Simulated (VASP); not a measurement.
Output of a VASP run:

File OSZICAR:
```
...
DAV:  21    -0.747929304977E+01    0.27541E-03   -0.69118E-05  2400   0.927E-02    0.169E+00
DAV:  22    -0.747870759831E+01    0.58545E-03   -0.81065E-04  2273   0.267E-01    0.103E+00
DAV:  23    -0.747842979114E+01    0.27781E-03   -0.93229E-04  2369   0.279E-01    0.386E-01
DAV:  24    -0.747837911242E+01    0.50679E-04   -0.26349E-04  2363   0.149E-01    0.110E-01
DAV:  25    -0.747841506556E+01   -0.35953E-04   -0.93853E-05  2357   0.953E-02    0.308E-02
DAV:  26    -0.747840813373E+01    0.69318E-05   -0.76830E-06  2028   0.395E-02    0.285E-02
DAV:  27    -0.747843010325E+01   -0.21970E-04   -0.44896E-06  1902   0.281E-02    0.275E-02
DAV:  28    -0.747842427240E+01    0.58309E-05   -0.11817E-06  1331   0.150E-02    0.448E-03
DAV:  29    -0.747842468059E+01   -0.40819E-06   -0.19519E-07   963   0.437E-03
   1 F= -.74784247E+01 E0= -.74783281E+01  d E =-.747842E+01
       N       E                     dE             d eps       ncg     rms          rms(c)
DAV:   1    -0.752358727465E+01   -0.45163E-01   -0.34259E+00  1848   0.195E+01    0.609E+00
DAV:   2    -0.747709589161E+01    0.46491E-01   -0.13739E-01  1878   0.433E+00    0.313E+00
DAV:   3    -0.745525488367E+01    0.21841E-01   -0.71268E-02  2031   0.279E+00    0.171E+00
DAV:   4    -0.746015519324E+01   -0.49003E-02   -0.36858E-03  2148   0.838E-01    0.119E+00
DAV:   5    -0.745395841643E+01    0.61968E-02   -0.17674E-03  2016   0.633E-01    0.647E-02
DAV:   6    -0.746010686362E+01   -0.61484E-02   -0.19230E-03  1866   0.627E-01    0.130E-01
DAV:   7    -0.746012512781E+01   -0.18264E-04   -0.10524E-04  2010   0.135E-01    0.119E-02
DAV:   8    -0.746017459422E+01   -0.49466E-04   -0.44780E-06  2184   0.316E-02    0.149E-02
DAV:   9    -0.746014148875E+01    0.33105E-04   -0.23255E-06  1914   0.218E-02    0.432E-03
DAV:  10    -0.746015573010E+01   -0.14241E-04   -0.50216E-07  1128   0.110E-02    0.189E-03
DAV:  11    -0.746015044930E+01    0.52808E-05   -0.81072E-08   978   0.394E-03    0.854E-04
DAV:  12    -0.746015601162E+01   -0.55623E-05   -0.38712E-08   969   0.281E-03    0.254E-04
DAV:  13    -0.746015601342E+01   -0.18040E-08   -0.61695E-09   960   0.827E-04
   2 F= -.74601560E+01 E0= -.74600125E+01  d E =0.182687E-01
       N       E                     dE             d eps       ncg     rms          rms(c)
DAV:   1    -0.749433896410E+01   -0.34183E-01   -0.14919E+00  1848   0.128E+01    0.394E+00
DAV:   2    -0.749046849796E+01    0.38705E-02   -0.57369E-02  1872   0.284E+00    0.220E+00
DAV:   3    -0.748176173923E+01    0.87068E-02   -0.37762E-02  2022   0.199E+00    0.111E+00
DAV:   4    -0.748411574163E+01   -0.23540E-02   -0.21645E-03  2022   0.685E-01    0.699E-01
DAV:   5    -0.748180294355E+01    0.23128E-02   -0.11785E-03  1968   0.518E-01    0.152E-01
DAV:   6    -0.748393584649E+01   -0.21329E-02   -0.84465E-04  1875   0.417E-01    0.104E-01
DAV:   7    -0.748418209985E+01   -0.24625E-03   -0.54899E-05  2058   0.980E-02    0.882E-03
DAV:   8    -0.748418474004E+01   -0.26402E-05   -0.14897E-06  1649   0.140E-02    0.886E-03
DAV:   9    -0.748419396648E+01   -0.92264E-05   -0.46058E-07  1002   0.970E-03    0.153E-03
DAV:  10    -0.748419054644E+01    0.34200E-05   -0.12540E-07   966   0.428E-03    0.868E-04
DAV:  11    -0.748419428504E+01   -0.37386E-05   -0.31738E-08   960   0.240E-03    0.117E-03
DAV:  12    -0.748419146815E+01    0.28169E-05   -0.14729E-08   960   0.169E-03    0.353E-04
DAV:  13    -0.748419167251E+01   -0.20436E-06   -0.27434E-09   960   0.599E-04
   3 F= -.74841917E+01 E0= -.74840794E+01  d E =-.576699E-02
```

**OUTCAR**
```
------------------------ aborting loop because EDIFF is reached ----------------------------------------
  FORCE on cell =-STRESS in cart. coord.  units (eV):
  Direction    XX          YY          ZZ          XY          YZ          ZX
  --------------------------------------------------------------------------------------
  Total       -0.0084406     -0.0084406     -0.0084406     -0.0000000      0.0000000      0.0000000
  in kB       -0.5955202     -0.5955202     -0.5955202     -0.0000000      0.0000000      0.0000000
  external PRESSURE =      -0.5955202 kB  Pullay stress =       0.0000000 kB
  volume of cell :       22.71
      direct lattice vectors                 reciprocal lattice vectors
    -0.000000000  2.247604494  2.247604494    -0.222459068  0.222459068  0.222459068
     2.247604494  0.000000000  2.247604494     0.222459068 -0.222459068  0.222459068
     2.247604494  2.247604494 -0.000000000     0.222459068  0.222459068 -0.222459068
 POSITION                                       TOTAL-FORCE (eV/Angst)
 -----------------------------------------------------------------------------------
      0.00000      0.00000      0.00000        -0.000000      0.000000     -0.000000
      2.24760      2.24760      2.24760         0.000000     -0.000000      0.000000
 -----------------------------------------------------------------------------------
    total drift:                                0.000000     -0.000000     -0.000000
  FREE ENERGIE OF THE ION-ELECTRON SYSTEM (eV)
  ---------------------------------------------------
  free  energy   TOTEN  =        -7.4841916725 eV

  energy  without entropy=       -7.4838548802  energy(sigma->0) =       -7.48407941

 reached required accuracy - stopping structural energy minimisation
```
(Selected blocks of OUTCAR.)

File POSCAR:
```
HfN
1
    0.0000000000     2.2600000000     2.2600000000
    2.2600000000     0.0000000000     2.2600000000
    2.2600000000     2.2600000000     0.0000000000
Hf N
1 1
Direct
  0.0000000000   0.0000000000   0.0000000000
  0.5000000000   0.5000000000   0.5000000000
```

Task: Write an INCAR and KPOINTS that could have produced this output.

Result: This is not unique; one that fits is the input of the run itself, MS2 meta-GGA, plane waves, VASP's PBE PAW potentials (set 64).

**KPOINTS**
```
kpoints
0
gamma
  13 13 13
0 0 0
```

### INCAR
```
ALGO=Normal
EDIFF=1E-6
EDIFFG=-0.01
ENCUT=520
IBRION=2
ISIF=3
ISMEAR=1
LASPH=T
LCHARG=F
LMAXMIX=6
LMIXTAU=T
LREAL=F
LWAVE=F
METAGGA=MS2
NELM=100
NSW=60
PREC=Accurate
SIGMA=0.1
SYSTEM=HfN
```

POTCAR, in this order: Hf_pv N (PBE.64 set). Program: vasp_std.

The compound is HfN in the rock salt structure. This run relaxes it. Symmetry was kept, so distortions that lower it aren't found. The electron count is odd and the run is not spin-polarised, which forces a metal.
